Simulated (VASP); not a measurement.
Level of theory: r2SCAN meta-GGA, VASP's PBE PAW potentials (set 64) (plane waves; VASP).

Input for VASP

**INCAR**
```
SYSTEM = SrVO3
PREC = Accurate; ENCUT = 520; LREAL = F
LASPH = T
EDIFF = 1E-7; NELM = 100; ALGO = Normal
LMAXMIX = 4; LMIXTAU = T
ISMEAR = 1; SIGMA = 0.1
METAGGA = R2SCAN
ISIF = 2
LWAVE = F; LCHARG = F
```

### KPOINTS
```
Automatic mesh
0
Gamma
8 8 8
0 0 0
```

File POSCAR:
```
SrVO3
3.9085690
  0.9999999140   0.0000000000   0.0000000000
  0.0000000000   0.9999999140   0.0000000000
  0.0000000000   0.0000000000   0.9999999140
Sr V O
1 1 3
Cartesian
  0.0000000000   0.0000000000   0.0000000000
  0.4999999570   0.4999999570   0.4999999570
  0.4999999570   0.0000000000   0.4999999570
  0.0000000000   0.4999999570   0.4999999570
  0.4999999570   0.4999999570   0.0000000000
```

POTCAR, in this order: Sr_sv V_sv O (PBE.64 set). Program: vasp_std.

### Question
What does the run give for the energy per atom (σ→0), pressure, band gap (on the k-mesh)?

### Answer

The energy per atom (σ→0) is -1201.1 kJ/mol of atoms, the band gap (on the k-mesh) is none (metal, semimetal or under 0.01 eV) and the pressure comes out as -10.27 GPa.

OSZICAR:
```
...
DAV:  15    -0.622420130975E+02   -0.17084E-02   -0.71380E-04  1680   0.274E-01    0.387E-02
DAV:  16    -0.622420280186E+02   -0.14921E-04   -0.23476E-05  2456   0.413E-02    0.193E-02
DAV:  17    -0.622420262577E+02    0.17608E-05   -0.64595E-06  2136   0.251E-02    0.916E-03
DAV:  18    -0.622420300370E+02   -0.37793E-05   -0.22176E-06  1752   0.119E-02    0.425E-03
DAV:  19    -0.622420310588E+02   -0.10218E-05   -0.79722E-07  1840   0.762E-03    0.178E-03
DAV:  20    -0.622420313727E+02   -0.31391E-06   -0.13162E-07   912   0.354E-03    0.883E-04
DAV:  21    -0.622420314529E+02   -0.80227E-07   -0.37739E-08   872   0.160E-03
   1 F= -.62242031E+02 E0= -.62241329E+02  d E =-.210796E-02
```

The compound is SrVO3 in the cubic perovskite structure. This cell is one point of a volume scan, at 1.06 of the reference volume. The run is not spin-polarised, so no magnetic state was tried. The electron count is odd and the run is not spin-polarised, which forces a metal.
